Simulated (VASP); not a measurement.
Method: LDA (Ceperley-Alder, Perdew-Zunger), VASP's LDA PAW potentials (set 64) (plane waves; VASP).

Input for VASP

**POSCAR**
```
CaPb3
4.8875230
  1.0000000000   0.0000000000   0.0000000000
  0.0000000000   1.0000000000   0.0000000000
  0.0000000000   0.0000000000   1.0000000000
Ca Pb
1 3
direct
  0.0000000000   0.0000000000   0.0000000000
  0.0000000000   0.5000000000   0.5000000000
  0.5000000000   0.0000000000   0.5000000000
  0.5000000000   0.5000000000   0.0000000000
```

### KPOINTS
```
Regular mesh
0
G
 5 5 5
```

### INCAR
```
SYSTEM = CaPb3
PREC = Accurate
ENCUT = 300
EDIFF = 1E-6
NELM = 100
ALGO = Normal
LREAL = .FALSE.
LASPH = .TRUE.
ISMEAR = 0
SIGMA = 0.136
LMAXMIX = 4
LWAVE = .FALSE.
LCHARG = .FALSE.
ISIF = 2
```

POTCAR, in this order: Ca_sv Pb_d (LDA.64 set). Program: vasp_std.

The run wrote:

**OSZICAR**
```
       N       E                     dE             d eps       ncg     rms          rms(c)
DAV:   1     0.509364293705E+03    0.50936E+03   -0.19083E+04   620   0.135E+03
DAV:   2     0.229891557826E+02   -0.48638E+03   -0.47978E+03   627   0.437E+02
DAV:   3    -0.146995502940E+02   -0.37689E+02   -0.37320E+02   761   0.155E+02
DAV:   4    -0.164935815876E+02   -0.17940E+01   -0.17899E+01  1057   0.324E+01
DAV:   5    -0.165414315330E+02   -0.47850E-01   -0.47846E-01   937   0.376E+00    0.346E+00
DAV:   6    -0.164119501881E+02    0.12948E+00   -0.33992E-01   808   0.478E+00    0.210E+00
DAV:   7    -0.163968948800E+02    0.15055E-01   -0.79398E-02   825   0.233E+00    0.732E-01
DAV:   8    -0.163935045861E+02    0.33903E-02   -0.13280E-02   883   0.899E-01    0.412E-02
DAV:   9    -0.163935123639E+02   -0.77778E-05   -0.63221E-04   937   0.142E-01    0.245E-02
DAV:  10    -0.163935120470E+02    0.31694E-06   -0.53683E-05   816   0.463E-02    0.954E-03
DAV:  11    -0.163935106726E+02    0.13744E-05   -0.10993E-05   817   0.195E-02    0.302E-03
DAV:  12    -0.163935105815E+02    0.91125E-07   -0.57068E-07   472   0.697E-03
   1 F= -.16393511E+02 E0= -.16375159E+02  d E =-.367041E-01
```

File OUTCAR:
```
------------------------ aborting loop because EDIFF is reached ----------------------------------------
  FORCE on cell =-STRESS in cart. coord.  units (eV):
  Direction    XX          YY          ZZ          XY          YZ          ZX
  --------------------------------------------------------------------------------------
  Total       -1.8815297     -1.8815297     -1.8815297      0.0000000     -0.0000000      0.0000000
  in kB      -25.8199398    -25.8199398    -25.8199398      0.0000000     -0.0000000      0.0000000
  external PRESSURE =     -25.8199398 kB  Pullay stress =       0.0000000 kB
  volume of cell :      116.75
      direct lattice vectors                 reciprocal lattice vectors
     4.887523000  0.000000000  0.000000000     0.204602618  0.000000000  0.000000000
     0.000000000  4.887523000  0.000000000     0.000000000  0.204602618  0.000000000
     0.000000000  0.000000000  4.887523000     0.000000000  0.000000000  0.204602618
 POSITION                                       TOTAL-FORCE (eV/Angst)
 -----------------------------------------------------------------------------------
      0.00000      0.00000      0.00000         0.000000      0.000000      0.000000
      0.00000      2.44376      2.44376         0.000000      0.000000      0.000000
      2.44376      0.00000      2.44376         0.000000      0.000000      0.000000
      2.44376      2.44376      0.00000         0.000000      0.000000      0.000000
 -----------------------------------------------------------------------------------
    total drift:                                0.000000      0.000000      0.000000
  FREE ENERGIE OF THE ION-ELECTRON SYSTEM (eV)
  ---------------------------------------------------
  free  energy   TOTEN  =       -16.3935105815 eV

  energy  without entropy=      -16.3568064402  energy(sigma->0) =      -16.37515851
```
(Selected blocks of OUTCAR.)

At this cut-off the stress carries a Pulay error, which pulls relaxed volumes low.

The structure comes from a computed database's CaPb3 entry (Pm-3m); how it stands against other phases isn't given here. The cell was not relaxed at this level. The run is one of a series of settings (KPOINTS 5×5×5 Γ-centred mesh against the base run), some of them coarse on purpose.
